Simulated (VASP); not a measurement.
# AgB4 (P6/mmm) in VASP: reference runs

How does AgB4 come out in PBE? The cell is run as given.

All numbers are computed with VASP 6.6.1; they aren't measurements. Logs are shortened: lines on timing, memory, paths and dates and some standing lists are left out, and cuts for length are marked.

### Step 1. The structure

The structure is hexagonal, space group P6/mmm (No. 191). The conventional cell has a = 3.032 Å, b = 3.032 Å, c = 5.699 Å, α = 90.00°, β = 90.00°, γ = 120.00°. Ag (site symmetry 6/mmm) has 12 B at 2.59 Å as nearest neighbours. Around B (site symmetry 3m) lie 4 B at 1.75 to 1.88 Å.

The cell was built by a generator and needn't be a form met in nature.

### Step 2. Single point, PBE

INCAR reads:

```
SYSTEM = AgB4
PREC = Accurate ; ENCUT = 520
EDIFF = 1E-7 ; ISMEAR = -1
SIGMA = 0.05 ; LREAL = .False.
LASPH = .True. ; NELM = 100
ALGO = Normal ; ISIF = 2
LWAVE = .False. ; LCHARG = .True.
GGA = PE ; LELF = .True.
LVHAR = .True. ; NBANDS = 20
```

KPOINTS reads:

```
Automatic mesh
0
Gamma
  10 10 5
  0 0 0
```

POSCAR reads:

```
AgB4
1.0
    3.0321300000      0.0000000000      0.0000000000
   -1.5160700000      2.6259100000      0.0000000000
    0.0000000000      0.0000000000      5.6987400000
Ag B
1 4
Direct
    0.0000000000      0.0000000000      0.0000000000
    0.3333300000      0.6666700000      0.6649500000
    0.6666700000      0.3333300000      0.6649500000
    0.3333300000      0.6666700000      0.3350500000
    0.6666700000      0.3333300000      0.3350500000
```

Potentials or basis: VASP PAW PBE potentials, release 64 (Ag, B).

The run is started by

```
> cat potpaw_PBE.64/Ag/POTCAR potpaw_PBE.64/B/POTCAR > POTCAR
> mpirun -np 1 vasp_std > vasp.out
```

OUTCAR:

```text
SYSTEM = AgB4
   PREC = Accurate
   ENCUT = 520
   EDIFF = 1E-7
   ISMEAR = -1
   LREAL = .False.
   LASPH = .True.
   NELM = 100
   ISIF = 2
   GGA = PE

 ion  position               nearest neighbor table
   1  0.000  0.000  0.000-   2 2.59   3 2.59   4 2.59   5 2.59   3 2.59   5 2.59   2 2.59   4 2.59
                             3 2.59   5 2.59   2 2.59   4 2.59
   2  0.333  0.667  0.665-   3 1.75   3 1.75   3 1.75   4 1.88   1 2.59   1 2.59   1 2.59
   3  0.667  0.333  0.665-   2 1.75   2 1.75   2 1.75   5 1.88   1 2.59   1 2.59   1 2.59
   4  0.333  0.667  0.335-   5 1.75   5 1.75   5 1.75   2 1.88   1 2.59   1 2.59   1 2.59
   5  0.667  0.333  0.335-   4 1.75   4 1.75   4 1.75   3 1.88   1 2.59   1 2.59   1 2.59

  LATTYP: Found a hexagonal cell.
 ALAT       =     3.0321300000
 C/A-ratio  =     1.8794510789

  Lattice vectors:

 A1 = (   3.0321300000,   0.0000000000,   0.0000000000)
 A2 = (  -1.5160700000,   2.6259100000,   0.0000000000)
 A3 = (   0.0000000000,   0.0000000000,   5.6987400000)

Analysis of symmetry for initial positions (statically):
=====================================================================
 Subroutine PRICEL returns:
 Original cell was already a primitive cell.

 Routine SETGRP: Setting up the symmetry group for a
 hexagonal supercell.

 Subroutine GETGRP returns: Found  8 space group operations
 (whereof  8 operations were pure point group operations)
 out of a pool of 24 trial point group operations.

The static configuration has the point symmetry D_2h.

Analysis of symmetry for dynamics (positions and initial velocities):
=====================================================================
 Subroutine PRICEL returns:
 Original cell was already a primitive cell.

 Routine SETGRP: Setting up the symmetry group for a
 hexagonal supercell.

 Subroutine GETGRP returns: Found  8 space group operations
 (whereof  8 operations were pure point group operations)
 out of a pool of 24 trial point group operations.

The dynamic configuration has the point symmetry D_2h.

 Subroutine INISYM returns: Found  8 space group operations
 (whereof  8 operations are pure point group operations),
 and found     1 'primitive' translations

----------------------------------------------------------------------------------------

                                     Primitive cell

  volume of cell :      45.3739

  direct lattice vectors                    reciprocal lattice vectors
     3.032130000  0.000000000  0.000000000     0.329801163  0.190410810  0.000000000
    -1.516070000  2.625910000  0.000000000     0.000000000  0.380820363  0.000000000
     0.000000000  0.000000000  5.698740000     0.000000000  0.000000000  0.175477386

  length of vectors
     3.032130000  3.032139768  5.698740000     0.380821590  0.380820363  0.175477386

  position of ions in fractional coordinates (direct lattice)
     0.000000000  0.000000000  0.000000000
     0.333330000  0.666670000  0.664950000
     0.666670000  0.333330000  0.664950000
     0.333330000  0.666670000  0.335050000
     0.666670000  0.333330000  0.335050000

  ion indices of the primitive-cell ions
   primitive index   ion index
                 1           1
                 2           2
                 3           3
                 4           4
                 5           5

----------------------------------------------------------------------------------------

 KPOINTS: Automatic mesh

Automatic generation of k-mesh.
 Grid dimensions read from file:
 generate k-points for:   10   10    5

 Generating k-lattice:

  Cartesian coordinates                     Fractional coordinates (reciprocal lattice)
     0.032980116  0.019041081  0.000000000     0.100000000  0.000000000  0.000000000
     0.000000000  0.038082036  0.000000000     0.000000000  0.100000000  0.000000000
     0.000000000  0.000000000  0.035095477     0.000000000  0.000000000  0.200000000

  Length of vectors
     0.038082159  0.038082036  0.035095477

  Shift w.r.t. Gamma in fractional coordinates (k-lattice)
     0.000000000  0.000000000  0.000000000

 Subroutine IBZKPT returns following result:
 ===========================================

 Found     93 irreducible k-points:

 Following reciprocal coordinates:
            Coordinates               Weight
  0.000000  0.000000  0.000000      1.000000
  0.100000  0.000000  0.000000      4.000000
 -0.100000  0.100000  0.000000      2.000000
  0.200000  0.000000  0.000000      4.000000
 -0.200000  0.200000  0.000000      2.000000
  0.300000  0.000000  0.000000      4.000000
[... 16 lines left out ...]
  0.200000  0.200000  0.000000      2.000000
 -0.200000  0.400000  0.000000      4.000000
 [... further k-points ...]
   k-points           NKPTS =     93   k-points in BZ     NKDIM =     93   number of bands    NBANDS=     20
   number of dos      NEDOS =    301   number of ions     NIONS =      5
   total plane-waves  NPLWV =  24192
   dimension x,y,z NGX =    24 NGY =   24 NGZ =   42
   dimension x,y,z NGXF=    48 NGYF=   48 NGZF=   84
   ions per type =               1   4
   NGX,Y,Z   is equivalent  to a cutoff of  13.16, 13.16, 12.25 a.u.
   NGXF,Y,Z  is equivalent  to a cutoff of  26.32, 26.32, 24.50 a.u.
 SYSTEM =  AgB4
   PREC   = accura    normal or accurate (medium, high low for compatibility)
   ISTART =      0    job   : 0-new  1-cont  2-samecut
   ICHARG =      2    charge: 1-file 2-atom 10-const
   ISPIN  =      1    spin polarized calculation?
   LNONCOLLINEAR =      F non collinear calculations
   LSORBIT =      F    spin-orbit coupling
   LASPH  =      T    aspherical Exc in radial PAW
   ENCUT  =  520.0 eV  38.22 Ry    6.18 a.u.   5.64  5.64 10.60*2*pi/ulx,y,z
   NELM   =    100;   NELMIN=  2; NELMDL= -5     # of ELM steps
   EDIFF  = 0.1E-06   stopping-criterion for ELM
   LREAL  =      F    real-space projection
   EDIFFG = 0.1E-05   stopping-criterion for IOM
   NSW    =      0    number of steps for IOM
   IBRION =     -1    ionic relax: 0-MD 1-quasi-New 2-CG
   NFREE  =      0    steps in history (QN), initial steepest desc. (CG)
   ISIF   =      2    stress and relaxation
   ISYM   =      2    0-nonsym 1-usesym 2-fastsym
   POTIM  = 0.5000    time-step for ionic-motion
   TEBEG  =    0.0;   TEEND  =   0.0 temperature during run
   PSTRESS=    0.0 pullay stress
   NELECT =      23.0000    total number of electrons
   NUPDOWN=      -1.0000    fix difference up-down
   EMIN   =  10.00;   EMAX   =-10.00  energy-range for DOS
   EFERMI =   0.00;   METHOD = LEGACY
   ISMEAR =    -1;   SIGMA  =   0.05  broadening in eV -4-tet -1-fermi 0-gaus
   EFERMI_NEDOS =   21; number of points for ismear=-14 and -15
   IALGO  =     38    algorithm
   IMIX   =      4    mixing-type and parameters
     AMIX     =   0.40;   BMIX     =  1.00
     AMIX_MAG =   1.60;   BMIX_MAG =  1.00
  volume/ion in A,a.u.               =       9.07        61.24
  Fermi-wavevector in a.u.,A,eV,Ry     =   1.305315  2.466687 23.182244  1.703847
  Thomas-Fermi vector in A             =   2.436192
   LORBIT       =      0    0 simple, 1 ext, 2 COOP (PROOUT), +10 PAW based schemes
   GGA     = PE    functional components
   LHFCALC =     F    Hartree Fock is set to
   AEXX    =    0.0000 exact exchange contribution
   IVDW    =     0    specifies the selected vdW correction
   LEPSILON=     F    determine dielectric tensor
   LRPA    =     F    only Hartree local field effects (RPA)
 non-spin polarized calculation
  energy-cutoff  :      520.00
  volume of cell :       45.37
 maximum number of plane-waves:      1239
   NGX = 11   NGY = 11   NGZ = 21

 number of electron      22.9999998 magnetization

 Free energy of the ion-electron system (eV)
  ---------------------------------------------------
  ext. energy  EPLUGINS =         0.00000000
  ---------------------------------------------------
  free energy    TOTEN  =       -26.37476672 eV

  energy without entropy =      -26.36405598  energy(sigma->0) =      -26.36941135

 E-fermi :   7.3866     XC(G=0): -12.0544

 val. band max:        7.3843026256   @ k =   0.4000   0.0000   0.2000
 cond. band min:       7.4902990155   @ k =   0.5000   0.0000   0.4000
 fundamental gap:      0.1059963899
 Fermi energy:         7.3865643017

 k-point     1 :       0.0000    0.0000    0.0000
  band No.  band energies     occupation
      1      -6.6361      2.00000
      2      -2.4904      2.00000
      3      -0.8237      2.00000
      4       1.8677      2.00000
      5       1.9818      2.00000
      6       1.9818      2.00000
[... 12 lines left out ...]
     19      16.9691      0.00000
     20      16.9698      0.00000

 k-point     2 :       0.1000    0.0000    0.0000
  band No.  band energies     occupation
      1      -6.4634      2.00000
      2      -2.3835      2.00000
      3      -0.5999      2.00000
      4       1.8719      2.00000
      5       1.9334      2.00000
      6       2.0938      2.00000
[... 12 lines left out ...]
     19      16.6637      0.00000
     20      17.4779      0.00000

 k-point     3 :      -0.1000    0.1000    0.0000
  band No.  band energies     occupation
      1      -6.4634      2.00000
      2      -2.3835      2.00000
      3      -0.5999      2.00000
      4       1.8719      2.00000
      5       1.9335      2.00000
      6       2.0938      2.00000
[... 12 lines left out ...]
     19      16.6635      0.00000
     20      17.4764      0.00000

 k-point     4 :       0.2000    0.0000    0.0000
  band No.  band energies     occupation
      1      -5.9496      2.00000
      2      -2.0731      2.00000
      3       0.0174      2.00000
      4       1.6017      2.00000
      5       2.0472      2.00000
      6       2.4026      2.00000
[... 12 lines left out ...]
     19      16.3481      0.00000
     20      18.1050      0.00000

 k-point     5 :      -0.2000    0.2000    0.0000
  band No.  band energies     occupation
      1      -5.9496      2.00000
      2      -2.0731      2.00000
      3       0.0174      2.00000
      4       1.6017      2.00000
      5       2.0472      2.00000
      6       2.4026      2.00000
[... 12 lines left out ...]
     19      16.3480      0.00000
     20      18.1049      0.00000

 k-point     6 :       0.3000    0.0000    0.0000
  band No.  band energies     occupation
      1      -5.1075      2.00000
      2      -1.6008      2.00000
      3       0.4682      2.00000
      4       1.2898      2.00000
      5       1.9506      2.00000
      6       2.3346      2.00000
[... 12 lines left out ...]
     19      18.1609      0.00000
     20      18.2760      0.00000

 k-point     7 :      -0.3000    0.3000    0.0000
  band No.  band energies     occupation
      1      -5.1075      2.00000
      2      -1.6008      2.00000
      3       0.4682      2.00000
      4       1.2898      2.00000
      5       1.9505      2.00000
      6       2.3347      2.00000
[... 12 lines left out ...]
     19      18.1611      0.00000
     20      18.2761      0.00000
[... 277 lines left out ...]
 k-point    20 :       0.4000    0.1000    0.0000
  band No.  band energies     occupation
      1      -3.2116      2.00000
      2      -1.4503      2.00000
      3      -0.8086      2.00000
      4       1.0717      2.00000
      5       1.4992      2.00000
      6       2.5901      2.00000
[... 12 lines left out ...]
     19      17.6664      0.00000
     20      18.1275      0.00000

 k-point    21 :      -0.1000    0.5000    0.0000
  band No.  band energies     occupation
      1      -3.2116      2.00000
      2      -1.4503      2.00000
      3      -0.8086      2.00000
      4       1.0716      2.00000
      5       1.4992      2.00000
      6       2.5901      2.00000
[... 12 lines left out ...]
     19      17.6663      0.00000
     20      18.1275      0.00000

 k-point    22 :       0.5000    0.4000    0.0000
  band No.  band energies     occupation
      1      -3.2116      2.00000
      2      -1.4502      2.00000
      3      -0.8086      2.00000
      4       1.0717      2.00000
      5       1.4993      2.00000
      6       2.5901      2.00000
[... 12 lines left out ...]
     19      17.6665      0.00000
     20      18.1276      0.00000

 k-point    23 :       0.2000    0.2000    0.0000
  band No.  band energies     occupation
      1      -4.6110      2.00000
      2      -1.3178      2.00000
      3       0.6865      2.00000
      4       1.3089      2.00000
      5       1.8129      2.00000
      6       1.8227      2.00000
[... 12 lines left out ...]
     19      16.2154      0.00000
     20      17.7348      0.00000

 k-point    24 :      -0.2000    0.4000    0.0000
  band No.  band energies     occupation
      1      -4.6110      2.00000
      2      -1.3178      2.00000
      3       0.6866      2.00000
      4       1.3089      2.00000
      5       1.8129      2.00000
      6       1.8226      2.00000
[... 12 lines left out ...]
     19      16.2153      0.00000
     20      17.7344      0.00000

 [... further k-points ...]
[... 5 lines left out ...]
  --------------------------------------------------------------------------------------
  -------------------------------------------------------------------------------------
  Total        1.5388035      1.5393474      1.0969848      0.0004596      0.0000000      0.0000000
  in kB       54.3359487     54.3551530     38.7351002      0.0162270      0.0000000      0.0000000
  external PRESSURE =      49.1420673 kB  Pullay stress =       0.0000000 kB

 VOLUME and BASIS-vectors are now :
 -----------------------------------------------------------------------------
  energy-cutoff  :      520.00
  volume of cell :       45.37
      direct lattice vectors                 reciprocal lattice vectors
     3.032130000  0.000000000  0.000000000     0.329801163  0.190410810  0.000000000
    -1.516070000  2.625910000  0.000000000     0.000000000  0.380820363  0.000000000
     0.000000000  0.000000000  5.698740000     0.000000000  0.000000000  0.175477386

 POSITION                                       TOTAL-FORCE (eV/Angst)
 -----------------------------------------------------------------------------------
      0.00000      0.00000      0.00000         0.000000      0.000000      0.000000
     -0.00002      1.75062      3.78938         0.000330     -0.000191      0.003286
      1.51608      0.87529      3.78938        -0.000330      0.000191      0.003286
     -0.00002      1.75062      1.90936         0.000330     -0.000191     -0.003286
      1.51608      0.87529      1.90936        -0.000330      0.000191     -0.003286
 -----------------------------------------------------------------------------------
    total drift:                                0.000000     -0.000000     -0.000000

  FREE ENERGIE OF THE ION-ELECTRON SYSTEM (eV)
  ---------------------------------------------------
  free  energy   TOTEN  =       -26.3747667227 eV

  energy  without entropy=      -26.3640559789  energy(sigma->0) =      -26.36941135
```

It took 33 s on 1 thread of Intel Xeon 6975P-C (Granite Rapids), shared host; peak memory 0.21 GiB.

Results:

| Quantity | Value |
| --- | --- |
| Free energy | -26.3748 eV |
| Pressure | 4.9 GPa |
| Largest force | 0.003 eV/Å |
| Band gap on the k mesh | none (metal or under the smearing width) |

Forces on the atoms (eV/Å):
```
Ag   0.000  0.000  0.000
B    0.000  0.000  0.003
B    0.000  0.000  0.003
B    0.000  0.000 -0.003
B    0.000  0.000 -0.003
```

Stress tensor (GPa, compression positive):
```
5.43 0.00 0.00
0.00 5.44 0.00
0.00 0.00 3.87
```

Levels at points of the mesh, in eV from the Fermi level:
```tsv
k point	band 8	band 9	band 10	band 11	band 12	band 13	band 14	band 15	band 16	band 17
(0.00, 0.00, 0.00)	-4.59	-0.70	-0.69	1.63	1.63	3.67	4.47	4.95	5.89	5.89
(0.50, 0.00, 0.00)	-3.92	-3.81	-3.47	-2.53	-0.18	0.18	4.82	6.31	6.73	7.50
(0.50, 0.50, 0.00)	-3.92	-3.81	-3.47	-2.53	-0.18	0.18	4.82	6.31	6.73	7.50
```
